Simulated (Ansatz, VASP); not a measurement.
**One calculation of PdPt2, two programs**

```
Pd Pt
1.0
     0.00000    3.01725    3.01725
     3.01725    0.00000    3.01725
     3.01725    3.01725    0.00000
Pd Pt
1 2
Direct
  0.00000 0.00000 0.00000
  0.25000 0.25000 0.25000
  0.75000 0.75000 0.75000
```

Change from the starting cell: species swapped into the Al2Pt type (Fm-3m, No. 225).

Alike in both runs: task single point; functional PBE; k mesh 6 × 6 × 6; occupations gaussian, width 0.1 eV; collinear spin.

|  | VASP | Ansatz |
| --- | --- | --- |
| version | VASP 6.6.1 | Ansatz 0.2.0 |
| potentials or method | VASP PAW PBE potentials, release 64 (Pd, Pt) | scalar-relativistic, plane waves, PAW |
| plane-wave cutoff (eV) | 520 | 420 |
| valence electrons in the cell | 30 | 54 |

```csv
,VASP,Ansatz,Ansatz less VASP
gap on the k mesh at the Fermi level (eV),none,none,-
pressure (GPa),-0.2,0.2,+0.42
net moment per atom (μB),0.38,0.38,-0.001
size of the moment on the site where the two differ most (μB),0.41,0.40,-0.018
```

Site moments also hang on the region over which each program counts them. A gap of «none» marks a metal or a gap that the smearing closes. The functional is the same, so the differences come from potentials, cutoffs and numerics. The two sets of potentials don't hold the same shells in valence.

The runs have no spin-orbit coupling, so splittings on Pt are missing.
